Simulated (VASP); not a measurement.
Here is the system:

```
CELL_PARAMETERS angstrom
      1.94160    -3.36295     0.00000
      1.94160     3.36295     0.00000
      0.00000     0.00000     5.94746
ATOMIC_POSITIONS crystal
  La 0.33333 0.66667 0.24385
  La 0.66667 0.33333 0.75615
  O  0.00000 0.00000 0.00000
  O  0.33333 0.66667 0.64645
  O  0.66667 0.33333 0.35355
```

Method: LDA (Ceperley-Alder, Perdew-Zunger), VASP's LDA PAW potentials (set 64) (plane waves; VASP 6.6.1). Numerical set-up: 520 eV cut-off, 7×7×4 Γ-centred mesh, Gaussian smearing of 0.010 eV, potentials La O.

Tensors are in the Cartesian frame of the cell as typed.

### Question
Give the electronic dielectric tensor ε∞ (DFPT, local fields included).

### Answer

```
4.92  0.00  0.00
0.00  4.92  0.00
0.00  0.00  4.89
```

### Question
Give the Born effective charges.

### Answer

```json
[
 {"atom": "La1", "Z*xx": "4.24", "Z*yy": "4.24", "Z*zz": "3.88", "mean": "4.12"},
 {"atom": "La2", "Z*xx": "4.24", "Z*yy": "4.24", "Z*zz": "3.88", "mean": "4.12"},
 {"atom": "O3", "Z*xx": "-2.78", "Z*yy": "-2.78", "Z*zz": "-2.58", "mean": "-2.71"},
 {"atom": "O4", "Z*xx": "-2.85", "Z*yy": "-2.85", "Z*zz": "-2.59", "mean": "-2.77"},
 {"atom": "O5", "Z*xx": "-2.85", "Z*yy": "-2.85", "Z*zz": "-2.59", "mean": "-2.77"}
]
```

### Question
And the static tensor with the ions free?

### Answer

```
24.0  0.00  0.00
0.00  24.0  0.00
0.00  0.00  24.8
```

### Question
Which frequencies do the optical Γ-point modes have (no LO-TO splitting)?

### Answer
108 (×2), 200, 205 (×2), 208, 375 (×2), 397, 407 (×2), 448 cm⁻¹.

The compound is La2O3 in the a-type structure. It was relaxed first, which changed the volume by -6 %.
